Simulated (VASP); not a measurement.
Output of a VASP run:

**OSZICAR**
```
       N       E                     dE             d eps       ncg     rms          rms(c)
DAV:   1    -0.614545645265E+03   -0.61455E+03   -0.17700E+01   848   0.861E+00    0.491E+01
DAV:   2    -0.614684609766E+03   -0.13896E+00   -0.46762E-01   816   0.166E+00    0.338E+01
DAV:   3    -0.614669799985E+03    0.14810E-01   -0.45989E-02   832   0.553E-01    0.209E+01
DAV:   4    -0.614662897773E+03    0.69022E-02   -0.75163E-03   816   0.204E-01    0.124E+01
DAV:   5    -0.614660182271E+03    0.27155E-02   -0.16207E-03   792   0.991E-02    0.727E+00
DAV:   6    -0.614659313019E+03    0.86925E-03   -0.73919E-04   816   0.719E-02    0.422E+00
DAV:   7    -0.614659023902E+03    0.28912E-03   -0.16635E-04   848   0.395E-02    0.243E+00
DAV:   8    -0.614658931748E+03    0.92153E-04   -0.81978E-05   800   0.264E-02    0.138E+00
DAV:   9    -0.614658904356E+03    0.27393E-04   -0.19081E-05   544   0.135E-02    0.806E-01
DAV:  10    -0.614658896512E+03    0.78434E-05   -0.79064E-06   432   0.913E-03
   1 F= -.61465890E+03 E0= -.61465890E+03  d E =-.524960E-13  mag=     2.0000
```

**OUTCAR**
```
------------------------ aborting loop because EDIFF is reached ----------------------------------------
  volume of cell :      764.49
      direct lattice vectors                 reciprocal lattice vectors
     4.693267657 -8.128978018  0.000000000     0.106535582 -0.061508347  0.000000000
     4.693267657  8.128978018  0.000000000     0.106535582  0.061508347  0.000000000
     0.000000000  0.000000000 10.019202616     0.000000000  0.000000000  0.099808342
  FREE ENERGIE OF THE ION-ELECTRON SYSTEM (eV)
  ---------------------------------------------------
  free  energy   TOTEN  =      -614.6588965122 eV

  energy  without entropy=     -614.6588965122  energy(sigma->0) =     -614.65889651

  exchange ACFDT corr.  =         0.00000000  see jH, gK, PRB 81, 115126

 total charge

# of ion       s       p       d       tot
------------------------------------------
    1        0.412   0.449   0.000   0.861
    2        0.413   0.450   0.000   0.862
    3        0.412   0.454   0.000   0.866
    4        0.418   0.458   0.000   0.876
    5        0.412   0.448   0.000   0.860
    6        0.412   0.447   0.000   0.859
    7        0.411   0.446   0.000   0.857
    8        0.412   0.444   0.000   0.856
    9        0.411   0.447   0.000   0.858
   10        0.412   0.450   0.000   0.862
   11        0.412   0.449   0.000   0.861
   12        0.417   0.458   0.000   0.874
   13        0.412   0.449   0.000   0.861
   14        0.407   0.439   0.000   0.846
   15        0.412   0.454   0.000   0.866
   16        0.406   0.440   0.000   0.846
   17        0.412   0.450   0.000   0.862
   18        0.415   0.457   0.000   0.871
   19        0.408   0.442   0.000   0.851
   20        0.411   0.445   0.000   0.856
   21        0.412   0.450   0.000   0.862
   22        0.412   0.446   0.000   0.858
   23        0.417   0.458   0.000   0.874
   24        0.411   0.444   0.000   0.855
   25        0.413   0.450   0.000   0.862
   26        0.413   0.450   0.000   0.862
   27        0.418   0.458   0.000   0.876
   28        0.412   0.448   0.000   0.860
   29        0.412   0.450   0.000   0.862
   30        0.411   0.446   0.000   0.856
   31        0.408   0.442   0.000   0.851
   32        0.411   0.445   0.000   0.856
   33        0.411   0.446   0.000   0.857
   34        0.412   0.446   0.000   0.858
   35        0.410   0.444   0.000   0.854
   36        1.262   2.462   0.000   3.724
   37        1.229   2.596   0.000   3.825
   38        1.230   2.592   0.000   3.822
   39        1.229   2.601   0.000   3.830
   40        1.229   2.593   0.000   3.822
   41        1.228   2.596   0.000   3.824
   42        1.228   2.595   0.000   3.823
   43        1.228   2.593   0.000   3.821
   44        1.229   2.598   0.000   3.827
   45        1.229   2.596   0.000   3.825
   46        1.228   2.599   0.000   3.827
   47        1.229   2.600   0.000   3.829
   48        1.262   2.462   0.000   3.724
   49        1.227   2.591   0.000   3.818
   50        1.230   2.592   0.000   3.822
   51        1.261   2.475   0.000   3.735
   52        1.228   2.598   0.000   3.826
...
```
(Selected blocks of OUTCAR.)

### POSCAR
```
Al35N35O
1
    4.6932676572    -8.1289780179     0.0000000000
    4.6932676572     8.1289780179     0.0000000000
    0.0000000000     0.0000000000    10.0192026156
Al N O
35 35 1
Direct
  0.2231774133   0.1119229193   0.2492380584
  0.1107840862   0.2224786803   0.9997102564
  0.2194785725   0.1091068102   0.7498467735
  0.1126458297   0.2249390191   0.5026758605
  0.2218397569   0.4441248825   0.2494821221
  0.1111399441   0.5556537237   0.0002597858
  0.2228656165   0.4446334325   0.7501010893
  0.1111986340   0.5557733355   0.4999394836
  0.2223633751   0.7782471474   0.2498799750
  0.1105741439   0.8882179329   0.9997617066
  0.2218864550   0.7772365607   0.7508295469
  0.1114957799   0.8874581709   0.5018375020
  0.5551753461   0.1119360924   0.2493375134
  0.4443171748   0.2221383464   0.9980799578
  0.5562341521   0.1091274905   0.7498807307
  0.5563800831   0.4461077652   0.2480257602
  0.4443495378   0.5563172524   0.0011023146
  0.5559222943   0.4451675007   0.7517259441
  0.4452904239   0.5575439090   0.4991623461
  0.5556840670   0.7794070437   0.2508519975
  0.4441925034   0.8882733440   0.9997905861
  0.5560529454   0.7772648603   0.7497415206
  0.4425578847   0.8874657800   0.5018191140
  0.8892473074   0.1120343363   0.2499334747
  0.7782743422   0.2225101543   0.9997121832
  0.8888169311   0.1110982095   0.7507480143
  0.7787939652   0.2249039742   0.5026798630
  0.8888495010   0.4441180173   0.2494873439
  0.7785517891   0.5562929337   0.0011132459
  0.8884160920   0.4446051493   0.7501070134
  0.7788629416   0.5575651009   0.4991426734
  0.8902915406   0.7794189116   0.2508643109
  0.7777550910   0.8889250962   0.0004619234
  0.8878902676   0.7772882945   0.7497597063
  0.7784297224   0.8903069941   0.4996750468
  0.1980227950   0.0992502403   0.4358549173
  0.1111920638   0.2230530756   0.1902071170
  0.2204156858   0.1101591005   0.9428299256
  0.1107693231   0.2227733082   0.6927647010
  0.2242908675   0.4452029769   0.4413543783
  0.1110612367   0.5555582605   0.1916195082
  0.2228389387   0.4451861600   0.9412338858
  0.1108861818   0.5550969500   0.6912230625
  0.2217429891   0.7769065474   0.4415931523
  0.1114951034   0.8887712170   0.1903296095
  0.2219761494   0.7773563915   0.9415307419
  0.1099733423   0.8870447091   0.6924516212
  0.5677165051   0.0993420669   0.4359355411
  0.4456213117   0.2247782887   0.1921408481
  0.5563186161   0.1101977902   0.9428246053
  0.4437650652   0.2208784659   0.7155455998
  0.4443160667   0.5562748934   0.1922861397
  0.5566149576   0.4466279692   0.9435855430
  0.4455016832   0.5546172295   0.6892374607
  0.5555701813   0.7781363264   0.4420486768
  0.4438203899   0.8888451828   0.1904185754
  0.5556947532   0.7774607577   0.9411668046
  0.4436499176   0.8869772051   0.6924832347
  0.8896698091   0.1128416259   0.4414882466
  0.7783329337   0.2230749611   0.1902043340
  0.8886723054   0.1108300089   0.9415847534
  0.7785938683   0.2227465047   0.6927347826
  0.8875444911   0.4452132164   0.4413469916
  0.7785434675   0.5562689365   0.1923156965
  0.8889782929   0.4451976315   0.9412478797
  0.7757571149   0.5546227560   0.6892053811
  0.8891347768   0.7781430710   0.4420222238
  0.7779263513   0.8892923851   0.1919909440
  0.8882856774   0.7774071087   0.9411655106
  0.7780064838   0.8893863823   0.6913043469
  0.5715497930   0.4765181276   0.4308175151
```

### Question
Reconstruct the remaining input files.

### Answer
One answer among several that fit: the input of the run itself, HSE06 screened hybrid, plane waves, VASP's PBE PAW potentials (set 64).

File KPOINTS:
```
Automatic mesh
0
Gamma
1 1 1
0 0 0
```

INCAR:
```
AEXX  =  0.25
ALGO  =  Normal
EDIFF  =  1E-5
ENCUT  =  400
GGA  =  PE
HFSCREEN  =  0.2
ISIF  =  0
ISMEAR  =  0
ISPIN  =  2
ISYM  =  0
LASPH  =  .True.
LCHARG  =  .False.
LHFCALC  =  .True.
LORBIT  =  10
LREAL  =  Auto
LWAVE  =  .False.
MAGMOM  =  71*0.0282
NELM  =  50
NELMIN  =  4
NUPDOWN  =  2
PREC  =  Normal
PRECFOCK  =  Fast
SIGMA  =  0.05
SYSTEM  =  Al35N35O
```

POTCAR, in this order: Al N O (PBE.64 set). Program: vasp_gam. Read from the step before: WAVECAR.

The supercell is sampled at Γ alone, which is coarse: total energies, pressure and levels can be off, energies of defects by several tenths of an eV.

The cell is a supercell with a defect, built from AlN (wurtzite): O_N-vac_Al. The cell's shape comes from a PBE relaxation.
